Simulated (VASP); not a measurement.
Level of theory: PBE GGA, VASP's PBE PAW potentials (set 64) (plane waves; VASP).

VASP input:

**POSCAR**
```
FeAl
2.96820
  1.0000000000   0.0000000000   0.0000000000
  0.0000000000   1.0000000000   0.0000000000
  0.0000000000   0.0000000000   1.0000000000
Al Fe
1 1
Cartesian
  0.5000000000   0.5000000000   0.5000000000
  0.0000000000   0.0000000000   0.0000000000
```

INCAR:
```
SYSTEM = FeAl
PREC = Accurate
ENCUT = 400
EDIFF = 1E-6
NELM = 100
ALGO = Normal
LREAL = .FALSE.
LASPH = .TRUE.
ISMEAR = 1
SIGMA = 0.1
GGA = PE
LMAXMIX = 4
LWAVE = .FALSE.
LCHARG = .FALSE.
ISIF = 2
NBANDS = 18
```

**KPOINTS**
```
Automatic mesh
0
G
 11 11 11
0 0 0
```

POTCAR, in this order: Al Fe (PBE.64 set). Program: vasp_std.

Output of the run:

OSZICAR:
```
       N       E                     dE             d eps       ncg     rms          rms(c)
DAV:   1     0.271412428955E+02    0.27141E+02   -0.39272E+03  2112   0.489E+02
DAV:   2    -0.128563610388E+02   -0.39998E+02   -0.35265E+02  2124   0.115E+02
DAV:   3    -0.144090079171E+02   -0.15526E+01   -0.15138E+01  2468   0.247E+01
DAV:   4    -0.144278830117E+02   -0.18875E-01   -0.18864E-01  2408   0.239E+00
DAV:   5    -0.144283359850E+02   -0.45297E-03   -0.45296E-03  2394   0.417E-01    0.132E+01
DAV:   6    -0.174592276131E+02   -0.30309E+01   -0.55152E+01  2252   0.691E+01    0.217E+01
DAV:   7    -0.125216181203E+02    0.49376E+01   -0.36723E+01  2392   0.447E+01    0.255E+00
DAV:   8    -0.124943776715E+02    0.27240E-01   -0.10873E-01  2516   0.201E+00    0.161E+00
DAV:   9    -0.124804053455E+02    0.13972E-01   -0.38952E-02  2600   0.187E+00    0.305E-01
DAV:  10    -0.124801527111E+02    0.25263E-03   -0.15952E-03  2974   0.362E-01    0.155E-01
DAV:  11    -0.124801419747E+02    0.10736E-04   -0.21130E-05  2612   0.363E-02    0.240E-02
DAV:  12    -0.124801405258E+02    0.14488E-05   -0.64744E-06  2228   0.242E-02    0.362E-03
DAV:  13    -0.124801402420E+02    0.28380E-06   -0.15423E-07  1218   0.217E-03
   1 F= -.12480140E+02 E0= -.12480110E+02  d E =-.894503E-04
```

OUTCAR:
```
------------------------ aborting loop because EDIFF is reached ----------------------------------------
  FORCE on cell =-STRESS in cart. coord.  units (eV):
  Direction    XX          YY          ZZ          XY          YZ          ZX
  --------------------------------------------------------------------------------------
  Total       -2.4612573     -2.4612573     -2.4612573      0.0000000      0.0000000      0.0000000
  in kB     -150.7954108   -150.7954108   -150.7954108      0.0000000      0.0000000      0.0000000
  external PRESSURE =    -150.7954108 kB  Pullay stress =       0.0000000 kB
  volume of cell :       26.15
      direct lattice vectors                 reciprocal lattice vectors
     2.968200000  0.000000000  0.000000000     0.336904521  0.000000000  0.000000000
     0.000000000  2.968200000  0.000000000     0.000000000  0.336904521  0.000000000
     0.000000000  0.000000000  2.968200000     0.000000000  0.000000000  0.336904521
 POSITION                                       TOTAL-FORCE (eV/Angst)
 -----------------------------------------------------------------------------------
      1.48410      1.48410      1.48410         0.000000      0.000000      0.000000
      0.00000      0.00000      0.00000         0.000000      0.000000      0.000000
 -----------------------------------------------------------------------------------
    total drift:                               -0.000000      0.000000     -0.000000
  FREE ENERGIE OF THE ION-ELECTRON SYSTEM (eV)
  ---------------------------------------------------
  free  energy   TOTEN  =       -12.4801402420 eV

  energy  without entropy=      -12.4800507917  energy(sigma->0) =      -12.48011043
```
(Selected blocks of OUTCAR.)

The compound is FeAl in the CsCl type structure. The cell was not relaxed at this level. The run is one of a series of settings (NBANDS = 18 against the base run), some of them coarse on purpose. The run is not spin-polarised, so no magnetic state was tried. The electron count is odd and the run is not spin-polarised, which forces a metal.
